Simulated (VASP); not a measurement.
Data:

```yaml
crystal:
  lattice:
    - [3.20522, 0.00000, 0.00000]
    - [-1.60261, 2.77580, 0.00000]
    - [0.00000, 0.00000, 3.17355]
  atoms:
    - { symbol: Mo, position: [0.00000, 0.00000, 0.00000] }
    - { symbol: P, position: [0.66667, 0.33333, 0.50000] }
```

Level of theory: PBEsol GGA, VASP's PBE PAW potentials (set 64) (plane waves; VASP). Run with 400 eV cut-off, Gaussian smearing of 0.050 eV, potentials Mo_sv P.

**Question.** Give the energies of bands 6 to 12 at the high-symmetry points, in eV from the Fermi level.

**Answer.** 
```csv
band,Γ,M,K,A,L,H
6,-4.31,-7.35,-6.66,-7.95,-6.22,-7.01
7,-3.35,-3.98,-5.34,-2.75,-5.33,-5.76
8,-3.35,-3.85,-3.79,-2.75,-4.49,-3.23
9,-0.66,-1.24,-1.55,-1.72,-1.06,-1.36
10,0.31,-0.41,-0.05,-1.72,1.50,1.60
11,0.31,1.77,0.69,1.38,1.91,3.46
12,4.24,2.45,0.83,3.00,3.67,4.32
```

It has no gap at this level: it comes out as a metal or semimetal.

The structure was generated: MoP was put into the WC type (P-6m2), which need not be its known phase. It was relaxed first, which changed the volume by -9 %. The electron count is odd and the run is not spin-polarised, which forces a metal.
